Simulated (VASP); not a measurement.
These are r2SCAN meta-GGA with spin-orbit coupling, VASP's PBE PAW potentials (set 64) (plane waves; VASP) values and carry that method's errors.

A VASP calculation is set up with these files.

### POSCAR
```
CeO2
1.0
  0.0000000000   2.7174068375   2.7174068375
  2.7174068375   0.0000000000   2.7174068375
  2.7174068375   2.7174068375   0.0000000000
Ce O
1 2
Direct
  0.0000000000   0.0000000000   0.0000000000
  0.2500000000   0.2500000000   0.2500000000
  0.7500000000   0.7500000000   0.7500000000
```

**INCAR**
```
# general
SYSTEM    =CeO2
PREC      =Accurate
ENCUT     =520
LREAL     =.FALSE.
LASPH     =.TRUE.   # aspherical one-centre terms

# electronic loop
EDIFF     =1E-6
NELM      =100   # most electronic steps
ALGO      =Normal   # blocked Davidson
LMAXMIX   =6   # l cut-off of mixed one-centre charges
LMIXTAU   =.TRUE.

# smearing
ISMEAR    =0   # Gaussian
SIGMA     =0.05

# functional
METAGGA   =R2SCAN
GGA_COMPAT=.FALSE.

# spin
MAGMOM    =9*0
LSORBIT   =.TRUE.

# output
LWAVE     =.FALSE.
LCHARG    =.FALSE.
```

### KPOINTS_OPT
```
k-points along high-symmetry lines
8
Line-mode
Reciprocal
  0.000000   0.000000   0.000000 ! GAMMA
  0.500000   0.000000   0.500000 ! X

  0.500000   0.000000   0.500000 ! X
  0.625000   0.250000   0.625000 ! U

  0.375000   0.375000   0.750000 ! K
  0.000000   0.000000   0.000000 ! GAMMA

  0.000000   0.000000   0.000000 ! GAMMA
  0.500000   0.500000   0.500000 ! L

  0.500000   0.500000   0.500000 ! L
  0.500000   0.250000   0.750000 ! W

  0.500000   0.250000   0.750000 ! W
  0.500000   0.000000   0.500000 ! X
```

### KPOINTS
```
kpoints
0
gamma
6 6 6
0 0 0
```

POTCAR, in this order: Ce O (PBE.64 set). Program: vasp_ncl.

Output

**OSZICAR**
```
       N       E                     dE             d eps       ncg     rms          rms(c)
DAV:   1     0.264201406888E+03    0.26420E+03   -0.10878E+04  1024   0.202E+03
DAV:   2     0.235675806189E+02   -0.24063E+03   -0.21336E+03  1160   0.392E+02
DAV:   3    -0.593563519824E+02   -0.82924E+02   -0.80333E+02  1392   0.195E+02
DAV:   4    -0.678292016959E+02   -0.84728E+01   -0.84157E+01  1672   0.668E+01
DAV:   5    -0.683037316389E+02   -0.47453E+00   -0.47407E+00  1736   0.184E+01    0.314E+01
DAV:   6    -0.538902091225E+02    0.14414E+02   -0.37410E+01  1360   0.501E+01    0.999E+00
DAV:   7    -0.545390773626E+02   -0.64887E+00   -0.17035E+01  1576   0.539E+01    0.150E+01
DAV:   8    -0.544172137440E+02    0.12186E+00   -0.40719E+00  1440   0.210E+01    0.243E+00
DAV:   9    -0.542376475780E+02    0.17957E+00   -0.95513E-01  1720   0.114E+01    0.200E+00
DAV:  10    -0.543156150454E+02   -0.77967E-01   -0.22198E-01  1488   0.565E+00    0.870E-01
DAV:  11    -0.543483908785E+02   -0.32776E-01   -0.40457E-02  1776   0.162E+00    0.606E-01
DAV:  12    -0.543476814852E+02    0.70939E-03   -0.13844E-02  1552   0.124E+00    0.253E-01
DAV:  13    -0.543362821493E+02    0.11399E-01   -0.51497E-02  1368   0.251E+00    0.122E+00
DAV:  14    -0.543475484945E+02   -0.11266E-01   -0.62964E-02  1384   0.284E+00    0.659E-02
DAV:  15    -0.543478820050E+02   -0.33351E-03   -0.14581E-03  1328   0.355E-01    0.709E-02
DAV:  16    -0.543478455532E+02    0.36452E-04   -0.10873E-04  1920   0.101E-01    0.599E-02
DAV:  17    -0.543478414586E+02    0.40946E-05   -0.11297E-04  1512   0.993E-02    0.406E-02
DAV:  18    -0.543478449651E+02   -0.35065E-05   -0.24556E-05  1464   0.608E-02    0.198E-02
DAV:  19    -0.543478466013E+02   -0.16362E-05   -0.17028E-06  1152   0.133E-02    0.110E-02
DAV:  20    -0.543478492891E+02   -0.26879E-05   -0.38315E-06  1184   0.172E-02    0.681E-03
DAV:  21    -0.543478493344E+02   -0.45238E-07   -0.13253E-06   856   0.139E-02
   1 F= -.54347849E+02 E0= -.54347849E+02  d E =-.678433E-15  mag=    -0.0000     0.0000     0.0000
       N       E                     dE             ncg
       N       E                     dE             ncg
       N       E                     dE             ncg
```

### OUTCAR
```
------------------------ aborting loop because EDIFF is reached ----------------------------------------
  FORCE on cell =-STRESS in cart. coord.  units (eV):
  Direction    XX          YY          ZZ          XY          YZ          ZX
  --------------------------------------------------------------------------------------
  Total        0.0043350      0.0043350      0.0043350     -0.0000000      0.0000000     -0.0000000
  in kB        0.1730627      0.1730627      0.1730627     -0.0000000      0.0000000     -0.0000000
  external PRESSURE =       0.1730627 kB  Pullay stress =       0.0000000 kB
  volume of cell :       40.13
      direct lattice vectors                 reciprocal lattice vectors
     0.000000000  2.717406838  2.717406838    -0.183998948  0.183998948  0.183998948
     2.717406838  0.000000000  2.717406838     0.183998948 -0.183998948  0.183998948
     2.717406838  2.717406838  0.000000000     0.183998948  0.183998948 -0.183998948
 POSITION                                       TOTAL-FORCE (eV/Angst)
 -----------------------------------------------------------------------------------
      0.00000      0.00000      0.00000         0.000000      0.000000      0.000000
      1.35870      1.35870      1.35870         0.000000      0.000000      0.000000
      4.07611      4.07611      4.07611        -0.000000     -0.000000     -0.000000
 -----------------------------------------------------------------------------------
    total drift:                                0.000000      0.000000      0.000000
  FREE ENERGIE OF THE ION-ELECTRON SYSTEM (eV)
  ---------------------------------------------------
  free  energy   TOTEN  =       -54.3478493344 eV

  energy  without entropy=      -54.3478493344  energy(sigma->0) =      -54.34784933

 Ion:    1  E_soc:     -0.6323663

 Ion:    2  E_soc:     -0.0005985

 Ion:    3  E_soc:     -0.0005985
```
(Selected blocks of OUTCAR.)

The compound is CeO2 in the fluorite structure. It was relaxed first.
